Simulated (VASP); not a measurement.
# Ge under uniaxial stress along [001]

Wanted: the response of Ge to uniaxial stress along [001], as a table, with a fit that predicts a row left out.

Program: VASP 6.6.1. Level of theory: PBEsol; plane waves and PAW (Ge_d), in the first sound run; inputs show where later runs differ. Results are calculated unless marked as measured.

### Step 1. Set-up

The structure is cubic, space group Fd-3m (No. 227). The conventional cell has a = 5.658 Å, b = 5.658 Å, c = 5.658 Å, α = 90.00°, β = 90.00°, γ = 90.00°. Ge has 4 Ge at 2.45 Å nearest.

Coordinates:

```cif
data_structure
_symmetry_space_group_name_H-M 'P 1'
_symmetry_Int_Tables_number 1
_cell_length_a 4.0008
_cell_length_b 4.0008
_cell_length_c 4.0008
_cell_angle_alpha 60.000
_cell_angle_beta 60.000
_cell_angle_gamma 60.000
_cell_volume 45.28
loop_
_atom_site_label
_atom_site_type_symbol
_atom_site_fract_x
_atom_site_fract_y
_atom_site_fract_z
_atom_site_occupancy
Ge1 Ge 0.00000 0.00000 0.00000 1
Ge2 Ge 0.25000 0.25000 0.25000 1
```

### Step 2. Relax the crystal, PBEsol

The series starts from the cell that this level prefers, so that zero strain is near zero stress.

Level: PBEsol; plane waves and PAW (Ge_d).

The input, INCAR:

```
SYSTEM = Ge
PREC = Accurate
ENCUT = 470
EDIFF = 1E-07
NELM = 120
ISMEAR = 0
SIGMA = 0.02
LREAL = .FALSE.
ALGO = Normal
GGA = PS
NBANDS = 20
LORBIT = 11
LWAVE = .FALSE.
LCHARG = .FALSE.
KPAR = 8
IBRION = 2
NSW = 40
ISIF = 3
EDIFFG = -0.005
POTIM = 0.4
```

The input, POSCAR:

```
Ge
1.0
    0.0000000000      2.8290000000      2.8290000000
    2.8290000000      0.0000000000      2.8290000000
    2.8290000000      2.8290000000      0.0000000000
Ge
2
Direct
    0.0000000000      0.0000000000      0.0000000000
    0.2500000000      0.2500000000      0.2500000000
```

The input, KPOINTS:

```
Automatic mesh
0
Gamma
9 9 9
0 0 0
```

Potentials, in the order of the species: Ge_d (PBE family, release 64).

On the command line:

```bash
> mpirun -np 8 vasp_std
```

The program printed:

```text
[banner, memory and clock lines left out]
running    8 mpi-ranks, on    1 nodes
[...]
|                                                                             |
|           W    W    AA    RRRRR   N    N  II  N    N   GGGG   !!!           |
|           W    W   A  A   R    R  NN   N  II  NN   N  G    G  !!!           |
|           W    W  A    A  R    R  N N  N  II  N N  N  G       !!!           |
|           W WW W  AAAAAA  RRRRR   N  N N  II  N  N N  G  GGG   !            |
|           WW  WW  A    A  R   R   N   NN  II  N   NN  G    G                |
|           W    W  A    A  R    R  N    N  II  N    N   GGGG   !!!           |
|                                                                             |
|     For optimal performance we recommend to set                             |
|       NCORE = 2 up to number-of-cores-per-socket                            |
|     NCORE specifies how many cores store one orbital (NPAR=cpu/NCORE).      |
|     This setting can greatly improve the performance of VASP for DFT.       |
[...]
DAV:  12    -0.987085738967E+01    0.19167E-06   -0.11334E-06  1808   0.194E-02    0.274E-04
DAV:  13    -0.987085733722E+01    0.52444E-07   -0.25786E-08   964   0.229E-03
   1 F= -.98708573E+01 E0= -.98708328E+01  d E =-.987086E+01
[...]
N       E                     dE             d eps       ncg     rms          rms(c)
DAV:   1    -0.987869348882E+01   -0.78361E-02   -0.10205E-01  1916   0.622E+00    0.512E-01
DAV:   2    -0.987302237817E+01    0.56711E-02   -0.73471E-03  1828   0.168E+00    0.254E-01
DAV:   3    -0.987122332516E+01    0.17991E-02   -0.28295E-03  1868   0.910E-01    0.599E-02
DAV:   4    -0.987108842478E+01    0.13490E-03   -0.33981E-04  1816   0.355E-01    0.127E-02
DAV:   5    -0.987108629739E+01    0.21274E-05   -0.22814E-05  1636   0.892E-02    0.912E-03
DAV:   6    -0.987108576893E+01    0.52846E-06   -0.13488E-06  1800   0.205E-02    0.537E-04
DAV:   7    -0.987108569644E+01    0.72493E-07   -0.69943E-08   948   0.449E-03
   2 F= -.98710857E+01 E0= -.98710645E+01  d E =-.228359E-03
 trial-energy change:   -0.000228  1 .order   -0.000230   -0.000426   -0.000033
 step:   1.0876(harm=  1.0852)  dis= 0.00000  next Energy=    -9.871087 (dE=-0.230E-03)
 reached required accuracy - stopping structural energy minimisation
```

Elapsed: 6.6 s, on 8 MPI ranks of Intel Xeon 6975P-C (Granite Rapids), shared host; peak memory 1.4 GiB.

The logs omit lines about the potential files and the build; timing stands in the text.

Parts of OUTCAR (step 2):

```text
  Total        0.0067406      0.0067406      0.0067406      0.0000000      0.0000000      0.0000000
  in kB        0.2373146      0.2373146      0.2373146      0.0000000      0.0000000      0.0000000
  external PRESSURE =       0.2373146 kB  Pullay stress =       0.0000000 kB

 POSITION                                       TOTAL-FORCE (eV/Angst)
 -----------------------------------------------------------------------------------
      2.83369      2.83369      0.00000        -0.000000     -0.000000     -0.000000
      1.41684      1.41684      1.41684         0.000000      0.000000      0.000000
 -----------------------------------------------------------------------------------
    total drift:                                0.000000      0.000000      0.000000

  FREE ENERGIE OF THE ION-ELECTRON SYSTEM (eV)
  ---------------------------------------------------
  free  energy   TOTEN  =        -9.8710856964 eV

  energy  without entropy=       -9.8710433673  energy(sigma->0) =       -9.87106453

 reached required accuracy - stopping structural energy minimisation

[... 3 further parts left out ...]
[key lines of the parts left out:]
E-fermi :   4.8163
```

This run gave:

* energy(sigma→0) of the program: -9.8711 eV
* stress, compression positive: xx, yy, zz 0.02, 0.02, 0.02 GPa
* volume: 45.508 Å³
* ionic steps: 2

### Step 3. Strain across the axis, PBEsol

One member in full: the axis is strained by 1 %, and the two directions across it are strained alike until their mean stress is under 0.012 GPa or five steps are spent.

This step took 2 runs, each at a new trial strain with the atoms of the one before; the last is shown.

Level: PBEsol; plane waves and PAW (Ge_d).

INCAR, as its differences from that of step 2:

```diff
@@ -14,7 +14,7 @@
 LCHARG = .FALSE.
-KPAR = 8
-IBRION = 2
-NSW = 40
-ISIF = 3
-EDIFFG = -0.005
-POTIM = 0.4
+KPAR = 2
+IBRION = 1
+NSW = 25
+ISIF = 2
+EDIFFG = -0.004
+POTIM = 0.3
```

The input, POSCAR:

```
Ge
1.0
    0.0000000000      2.8254666230      2.8620221910
    2.8254666230      0.0000000000      2.8620221910
    2.8254666230      2.8254666230      0.0000000000
Ge
2
Direct
    0.0000000000      0.0000000000      0.0000000000
    0.2500000000      0.2500000000      0.2500000000
```

KPOINTS is that of step 2.

On the command line:

```bash
> mpirun -np 2 vasp_std
```

The program printed:

```text
[banner, memory and clock lines left out]
running    2 mpi-ranks, on    1 nodes
[...]
[... a notice as in an earlier step ...]

 LDA part: xc-table for (Slater+PW92), standard interpolation
 POSCAR, INCAR and KPOINTS ok, starting setup
[...]
entering main loop
       N       E                     dE             d eps       ncg     rms          rms(c)
DAV:   1     0.176177357162E+03    0.17618E+03   -0.14200E+04  3256   0.359E+03
DAV:   2     0.149575842809E+02   -0.16122E+03   -0.15715E+03  3004   0.583E+02
DAV:   3    -0.923182677845E+01   -0.24189E+02   -0.24029E+02  3416   0.142E+02
DAV:   4    -0.100023375835E+02   -0.77051E+00   -0.76991E+00  3344   0.297E+01
[...]
DAV:  11    -0.987035759313E+01   -0.11076E-05   -0.67005E-06  4108   0.411E-02    0.200E-03
DAV:  12    -0.987035730498E+01    0.28815E-06   -0.12736E-06  3888   0.209E-02    0.285E-04
DAV:  13    -0.987035725694E+01    0.48044E-07   -0.25614E-08  2124   0.223E-03
   1 F= -.98703573E+01 E0= -.98703418E+01  d E =-.987036E+01
 BRION: g(F)=  0.157E-45 g(S)=  0.000E+00
 reached required accuracy - stopping structural energy minimisation
```

It took 19 s on 2 MPI ranks; peak memory 0.34 GiB.

OUTCAR, selected parts (step 3):

```text
  Total       -0.0006729     -0.0006729     -0.2635257      0.0000000     -0.0000000      0.0000000
  in kB       -0.0235944     -0.0235944     -9.2395352      0.0000000     -0.0000000      0.0000000
  external PRESSURE =      -3.0955747 kB  Pullay stress =       0.0000000 kB

 POSITION                                       TOTAL-FORCE (eV/Angst)
 -----------------------------------------------------------------------------------
      0.00000      0.00000      0.00000         0.000000      0.000000      0.000000
      1.41273      1.41273      1.43101         0.000000      0.000000     -0.000000
 -----------------------------------------------------------------------------------
    total drift:                                0.000000      0.000000      0.000000

  FREE ENERGIE OF THE ION-ELECTRON SYSTEM (eV)
  ---------------------------------------------------
  free  energy   TOTEN  =        -9.8703572569 eV

  energy  without entropy=       -9.8703263000  energy(sigma->0) =       -9.87034178

[... 1 part as in an earlier step ...]

[... 3 further parts left out ...]
[key lines of the parts left out:]
E-fermi :   4.8039
```

This run gave:

- energy(sigma→0) of the program: -9.8703 eV
- stress, compression positive: xx, yy, zz 0.00, 0.00, -0.92 GPa
- ionic steps: 1

### Step 4. Band edges, TB-mBJ with spin-orbit coupling

Short lines in KPOINTS_OPT sample the zone centre along and across the axis, for masses, and the other valleys.

Level: TB-mBJ, spin-orbit coupling; plane waves and PAW (Ge_d).

TB-mBJ has no energy functional, so the total energy, stress and pressure in this output mean nothing.

The input, INCAR:

```
SYSTEM = Ge
PREC = Accurate
ENCUT = 470
EDIFF = 1E-06
NELM = 150
ISMEAR = 0
SIGMA = 0.02
LREAL = .FALSE.
ALGO = Normal
METAGGA = MBJ
LASPH = .TRUE.
LNONCOLLINEAR = .TRUE.
MAGMOM = 0 0 0 0 0 0
NBANDS = 38
GGA_COMPAT = .FALSE.
LSORBIT = .TRUE.
LWAVE = .FALSE.
LCHARG = .FALSE.
KPAR = 2
```

POSCAR is that of step 3.

The input, KPOINTS:

```
Automatic mesh
0
Gamma
7 7 7
0 0 0
```

The input, KPOINTS_OPT:

```
Line mode
6
Line-mode
Reciprocal
  0.00000000   0.00000000   0.00000000
  0.02277525   0.02277525   0.00000000

  0.00000000   0.00000000   0.00000000
 -0.00000000  -0.02248435  -0.02248435

  0.31000000   0.31000000   0.00000000
  0.50000000   0.50000000   0.00000000

  0.00000000   0.31000000   0.31000000
  0.00000000   0.50000000   0.50000000

  0.45000000   0.45000000   0.45000000
  0.50000000   0.50000000   0.50000000

  0.45000000   0.00000000   0.00000000
  0.50000000   0.00000000   0.00000000

  0.42500000   0.42500000   0.00000000
  0.42500000   0.44748435   0.02248435

  0.50000000   0.50000000   0.50000000
  0.48410116   0.51589884   0.50000000
```

On the command line:

```bash
> mpirun -np 2 vasp_ncl
```

The program printed:

```text
[banner, memory and clock lines left out]
running    2 mpi-ranks, on    1 nodes
[...]
[... a notice as in an earlier step ...]

 LDA part: xc-table for (None), standard interpolation
 POSCAR, INCAR and KPOINTS ok, starting setup
[...]
entering main loop
       N       E                     dE             d eps       ncg     rms          rms(c)
DAV:   1     0.472750211705E+03    0.47275E+03   -0.12740E+04  3578   0.374E+03
DAV:   2     0.262051339072E+03   -0.21070E+03   -0.20314E+03  3040   0.795E+02
DAV:   3     0.221226436714E+03   -0.40825E+02   -0.40316E+02  3346   0.195E+02
DAV:   4     0.219039900193E+03   -0.21865E+01   -0.21813E+01  3620   0.534E+01
[...]
DAV:  19     0.219578706023E+03   -0.12129E-03   -0.13710E-07  1572   0.418E-03    0.328E-04
DAV:  20     0.219578763872E+03    0.57849E-04   -0.57089E-08  1526   0.220E-03    0.290E-04
DAV:  21     0.219578763574E+03   -0.29830E-06   -0.11720E-08  1520   0.170E-03
   1 F= 0.21957876E+03 E0= 0.21957876E+03  d E =-.306657E-31  mag=     0.0000    -0.0000     0.0000
 Start KPOINTS_OPT (optional k-point list driver)
k-point batch [1-40\48]
       N       E                     dE             ncg
DAV:   1    -0.558925741287E+04   -0.27050E+05     3674
DAV:   2    -0.142012587147E+05   -0.86120E+04     3040
DAV:   3    -0.158566498268E+05   -0.16554E+04     3344
DAV:   4    -0.159491733200E+05   -0.92523E+02     3482
[...]
DAV:   8    -0.159515902355E+05   -0.13199E-03     3798
DAV:   9    -0.159515902431E+05   -0.75789E-05     2590
DAV:  10    -0.159515902435E+05   -0.42684E-06     2072
k-point batch [41-48\48]
       N       E                     dE             ncg
DAV:   1     0.210955643653E+05   -0.74356E+04      728
DAV:   2     0.193335056524E+05   -0.17621E+04      608
DAV:   3     0.189990667185E+05   -0.33444E+03      636
DAV:   4     0.189800064428E+05   -0.19060E+02      698
[...]
DAV:   8     0.189794683895E+05   -0.31732E-04      754
DAV:   9     0.189794683876E+05   -0.19532E-05      536
DAV:  10     0.189794683874E+05   -0.13721E-06      466
```

The job ended after 2.3 min (2 MPI ranks; peak memory 0.69 GiB; 4.5 min of CPU time).

Parts of OUTCAR (step 4):

```text
  LATTYP: Found a body centered tetragonal cell.
 ALAT       =     3.9958132183
 C/A-ratio  =     1.4325104977

 Subroutine GETGRP returns: Found 16 space group operations
 (whereof  8 operations were pure point group operations)

The static configuration has the point symmetry D_2d.
 The point group associated with its full space group is D_4h.

 Found     40 irreducible k-points:

   k-points           NKPTS =     40   k-points in BZ     NKDIM =     40   number of bands    NBANDS=     38

   dimension x,y,z NGX =    28 NGY =   28 NGZ =   28
   dimension x,y,z NGXF=    56 NGYF=   56 NGZF=   56

   ENCUT  =  470.0 eV  34.54 Ry    5.88 a.u.   7.11  7.11  7.06*2*pi/ulx,y,z

   NELECT =      28.0000    total number of electrons

 E-fermi :   5.2127

 k-point     1 :       0.0000    0.0000    0.0000
  band No.  band energies     occupation
    ...
     24       4.7350      1.00000
     25       4.9936      1.00000
     26       4.9936      1.00000
     27       5.0549      1.00000
     28       5.0549      1.00000
     29       5.6093      0.00000
     30       5.6093      0.00000
     31       7.6122      0.00000
     32       7.6122      0.00000
     33       7.7958      0.00000
    ...

 k-point     2 :       0.1429   -0.0000    0.0000
  band No.  band energies     occupation
    ...
     24       2.4570      1.00000
     25       4.4453      1.00000
     26       4.4453      1.00000
     27       4.6398      1.00000
     28       4.6398      1.00000
     29       6.4158      0.00000
     30       6.4158      0.00000
     31       8.2122      0.00000
     32       8.2122      0.00000
     33       8.3486      0.00000
    ...

  Total     -210.4214047   -210.4214047   -210.8879406      0.0000000      0.0000000      0.0000000
  in kB    -7377.6346178  -7377.6346178  -7393.9919423      0.0000000      0.0000000      0.0000000
  external PRESSURE =   -7383.0870593 kB  Pullay stress =       0.0000000 kB

 POSITION                                       TOTAL-FORCE (eV/Angst)
 -----------------------------------------------------------------------------------
      0.00000      0.00000      0.00000        -0.000000     -0.000000     -0.000000
      1.41273      1.41273      1.43101         0.000000      0.000000      0.000000
 -----------------------------------------------------------------------------------
    total drift:                                0.000000      0.000000      0.000000

  FREE ENERGIE OF THE ION-ELECTRON SYSTEM (eV)
  ---------------------------------------------------
  free  energy   TOTEN  =       219.5787635737 eV

  energy  without entropy=      219.5787635737  energy(sigma->0) =      219.57876357

 Spin-Orbit-Coupling matrix elements
 Ion:    1  E_soc:     -0.0169617
 Ion:    2  E_soc:     -0.0169617

[... 1 part as in an earlier step ...]

[... 7 further parts left out ...]
```

### Step 5. The whole series

LASPH is off in runs at PBEsol and on in runs at TB-mBJ.

The other members went through these steps as far as the tables show, with the same cutoff and, step by step, the same mesh; 21 runs are not shown. The session took 0.96 core hours (wall time by ranks) on a shared machine.

| strain along the axis (%) | strain across the axis (%) | stress along the axis, tension positive (GPa) | energy above the unstrained row (meV/atom) |
| --- | --- | --- | --- |
| -2.000 | 0.573 | -1.738 | 2.701 |
| -1.500 | 0.420 | -1.299 | 1.536 |
| -1.000 | 0.280 | -0.845 | 0.705 |
| -0.500 | 0.140 | -0.391 | 0.183 |
| 0 | -0.015 | 0.011 | 0.000 |
| 0.500 | -0.156 | 0.451 | 0.068 |
| 1.000 | -0.290 | 0.924 | 0.492 |
| 1.500 | -0.420 | 1.404 | 1.213 |
| 2.000 | -0.546 | 1.876 | 2.269 |

Slopes at zero strain, from cubics through all rows: strain ratio -0.287, stress over strain 88 GPa.

Band edges at TB-mBJ with spin-orbit coupling, counted from the valence-band top at Γ, spin-orbit pairs averaged, with one row partly withheld:

| strain along the axis (%) | gap (eV) | conduction band at Γ (eV) | Δ or X valley along z (eV) | Δ or X valley along x (eV) | lowest conduction level at L, [111] (eV) | lowest conduction level at L, [-111] (eV) | second valence level below the top (eV) | third valence level below the top (eV) |
| --- | --- | --- | --- | --- | --- | --- | --- | --- |
| -2.000 | 0.532 | 0.608 | 0.670 | 0.912 | 0.532 | 0.532 | 0.166 | 0.398 |
| -1.500 | 0.559 | 0.620 | 0.741 | 0.921 | 0.559 | 0.559 | 0.121 | 0.360 |
| -1.000 | 0.582 | 0.627 | 0.810 | 0.929 | 0.582 | 0.582 | 0.078 | 0.326 |
| -0.500 | 0.601 | ? | 0.875 | 0.935 | 0.601 | 0.601 | 0.037 | 0.296 |
| 0 | 0.616 | 0.633 | 0.938 | 0.937 | 0.616 | 0.616 | 0.001 | 0.275 |
| 0.500 | 0.591 | 0.595 | 0.964 | 0.903 | 0.591 | 0.591 | 0.034 | 0.295 |
| 1.000 | 0.554 | 0.554 | 0.989 | 0.871 | 0.565 | 0.565 | 0.061 | 0.320 |
| 1.500 | 0.513 | 0.513 | 1.014 | 0.840 | 0.537 | 0.537 | 0.083 | 0.350 |
| 2.000 | 0.469 | 0.469 | 1.034 | 0.803 | 0.504 | 0.505 | 0.100 | 0.385 |

Conduction masses, in electron masses:

| strain along the axis (%) | conduction mass at Γ, along the strain axis or the normal of the plane | conduction mass at Γ, across the strain axis or in the plane | Δz mass, longitudinal | Δz mass, transverse, at 0.85 of Γ–X | L [111] mass, longitudinal | L [111] mass, transverse along [1-10] |
| --- | --- | --- | --- | --- | --- | --- |
| -2.000 | 0.034 | 0.041 | 0.950 | 0.210 | 1.716 | 0.090 |
| -1.500 | 0.035 | 0.040 | 0.955 | 0.209 | 1.719 | 0.090 |
| -1.000 | 0.035 | 0.039 | 0.962 | 0.207 | 1.741 | 0.091 |
| -0.500 | 0.036 | 0.037 | 0.967 | 0.208 | 1.738 | 0.092 |
| 0 | 0.036 | 0.036 | 0.973 | 0.206 | 1.759 | 0.092 |
| 0.500 | 0.036 | 0.035 | 0.977 | 0.206 | 1.725 | 0.093 |
| 1.000 | 0.037 | 0.033 | 0.986 | 0.206 | 1.721 | 0.093 |
| 1.500 | 0.037 | 0.032 | 0.993 | 0.204 | 1.728 | 0.094 |
| 2.000 | 0.037 | 0.030 | 0.996 | 0.204 | 1.734 | 0.094 |

### Step 6. Fit and prediction

The quantity to fit is the conduction level at Γ above the mean of the three top valence levels at TB-mBJ with spin-orbit coupling: 0.796, 0.780, 0.761, 0.724, 0.704, 0.682, 0.658, 0.631 eV in the rows shown.

A least-squares parabola through the 8 rows shown, with e the strain in %: E = − 0.002702 e² − 0.04078 e + 0.7246 (eV), r.m.s. residual 7.5e-4 eV.

For the withheld row, e = -0.5, the fit gives 0.7443 eV.

### Step 7. Prediction against calculation

The calculation gives 0.7418 eV, so the prediction is 0.0025 eV too high, more than twice the residual of the fit.

### Step 8. Summary of results

```
Poisson ratio                                                                                                                     : 0.287
Young's modulus along the axis                                                                                                    : 88 GPa
gap of the unstrained cell, TB-mBJ with spin-orbit coupling                                                                       : 0.62 eV
slope at zero strain of the conduction level at Γ above the mean of the three top valence levels, TB-mBJ with spin-orbit coupling : -41 meV per %
error of the predicted row                                                                                                        : 2.5 meV
```

In words: As a check, the curvature of the energy gives 86 GPa for the same modulus (energy per volume = E/2 × strain²), 2 % from the slope of the stress. At TB-mBJ with spin-orbit coupling the lowest conduction valley is in turn L, Γ from the first row to the last, and the gap runs between 0.47 and 0.62 eV. At zero strain Γ and L lie only 17 meV apart here, so their order is sensitive to the level and the lattice constant. The gap at PBEsol is under 0.05 eV in some or all rows and is left out; the elastic columns come from such cells and can be uneven. Hole masses are left out throughout, since the top bands are degenerate or cross in many series; of conduction masses, those of the Γ, L and (for Si and Ge under (001) strain) Δ valleys are kept where they change by under an eighth between rows. A measured gap of unstrained Ge is 0.74 eV (arxiv:cond-mat/0503738, indirect gap, 4.2 K); the static gaps here belong to the lattice relaxed at PBEsol. TB-mBJ is a potential fitted for gaps; it has no energy functional, so its total energies and forces mean nothing, and its bands tend to come out too narrow. Δ or X levels are the lowest on their line, refined by a parabola unless they lie at X; the gap is read from all points sampled and can differ from the lowest valley by some meV, or by tens of meV where strain moves the valence top off Γ. Temperature, zero-point motion and excitons are left out.

[Lines on the potential files, build, host, timing and source positions are cut from VASP's logs without a mark.]

[Logs are printed without paths, hosts, clocks, repeated set-up lines and the standing remarks that a program may print on its own settings, such as how far it seeks lower states.]

[Hosts, paths, dates, database ids (printed as entryN), source tags and the programs' standing remarks are cut or masked in the printed files.]

[In band tables of VASP the shares of atoms and orbitals are scaled to a sum of 1 inside the atoms' spheres.]
